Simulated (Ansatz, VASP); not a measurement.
One calculation of Nb2B5, two programs

The input INCAR:

```
SYSTEM = Nb2B5
ALGO = Fast
EDIFF = 1E-7
ENCUT = 520
GGA = PE
ISIF = 2
ISMEAR = 0
LASPH = .TRUE.
LCHARG = .FALSE.
LREAL = .FALSE.
LWAVE = .FALSE.
NBANDS = 54
NELM = 100
PREC = Accurate
SIGMA = 0.1
```

Contents of KPOINTS:

```
k-points
0
G
  8 8 8
  0 0 0
```

POSCAR

```
Nb2B5
1.0
    0.0000000000      4.3932736692      4.3932736692
    4.3932736692      0.0000000000      4.3932736692
    4.3932736692      4.3932736692      0.0000000000
Nb B
4 10
Direct
    0.6250000000      0.6250000000      0.6250000000
    0.1250000000      0.6250000000      0.6250000000
    0.6250000000      0.6250000000      0.1250000000
    0.6250000000      0.1250000000      0.6250000000
    0.2500000000      0.2500000000      0.2500000000
    0.0000000000      0.0000000000      0.0000000000
    0.3590388550      0.3590388550      0.3590388550
    0.3271165650      0.8909611450      0.8909611450
    0.3590388550      0.3590388550      0.9228834350
    0.8909611450      0.3271165650      0.8909611450
    0.9228834350      0.3590388550      0.3590388550
    0.8909611450      0.8909611450      0.8909611450
    0.3590388550      0.9228834350      0.3590388550
    0.8909611450      0.8909611450      0.3271165650
```

Input for Ansatz:

```yaml
crystal:
  lattice:
    - [0.0, 4.3932736692, 4.3932736692]
    - [4.3932736692, 0.0, 4.3932736692]
    - [4.3932736692, 4.3932736692, 0.0]
  atoms:
    - { symbol: Nb, position: [0.625, 0.625, 0.625] }
    - { symbol: Nb, position: [0.125, 0.625, 0.625] }
    - { symbol: Nb, position: [0.625, 0.625, 0.125] }
    - { symbol: Nb, position: [0.625, 0.125, 0.625] }
    - { symbol: B, position: [0.25, 0.25, 0.25] }
    - { symbol: B, position: [0.0, 0.0, 0.0] }
    - { symbol: B, position: [0.359038855, 0.359038855, 0.359038855] }
    - { symbol: B, position: [0.327116565, 0.890961145, 0.890961145] }
    - { symbol: B, position: [0.359038855, 0.359038855, 0.922883435] }
    - { symbol: B, position: [0.890961145, 0.327116565, 0.890961145] }
    - { symbol: B, position: [0.922883435, 0.359038855, 0.359038855] }
    - { symbol: B, position: [0.890961145, 0.890961145, 0.890961145] }
    - { symbol: B, position: [0.359038855, 0.922883435, 0.359038855] }
    - { symbol: B, position: [0.890961145, 0.890961145, 0.327116565] }
basis:
  ecutwfc: 420
kpoints:
  mp_grid: { grid: [8, 8, 8] }
  band_path:
    path:
      - [[0.0, 0.0, 0.0], [0.5, 0.0, 0.5], [0.625, 0.25, 0.625]]
      - [[0.375, 0.375, 0.75], [0.0, 0.0, 0.0], [0.5, 0.5, 0.5], [0.5, 0.25, 0.75], [0.5, 0.0, 0.5]]
    npoints: 10
hamiltonian:
  xc: pbe
scf:
  occupations: { method: gaussian, width: 0.1 }
  n_extra_bands: 35
output:
  forces: true
  stress: true
  eigenvalues: true
  populations: true
  dos: { projected: true, de: 0.02, nscf_kmesh: { grid: [10, 10, 10] } }
  bader: false
```

The cell was built by a generator and needn't be a form met in nature.

Alike in both runs: task single point; functional PBE; k mesh 8 × 8 × 8; occupations gaussian, width 0.1 eV; no spin polarisation.

|  | VASP | Ansatz |
| --- | --- | --- |
| version | VASP 6.6.1 | Ansatz 0.2.0 |
| potentials or method | VASP PAW PBE potentials, release 64 (Nb_sv, B) | scalar-relativistic, plane waves, PAW |
| plane-wave cutoff (eV) | 520 | 420 |
| valence electrons in the cell | 82 | 82 |

Ansatz gave:

* gap on the k mesh at the Fermi level (eV): none
* pressure (GPa): 0.0
* rms of the force components (eV/Å): 0.001

Q: What did VASP give for the same quantities?

A: gap on the k mesh at the Fermi level (eV): none; pressure (GPa): -0.2; rms of the force components (eV/Å): 0.007.

Atom by atom the forces differ by 0.006 eV/Å (rms over components). A gap of «none» marks a metal or a gap that the smearing closes.
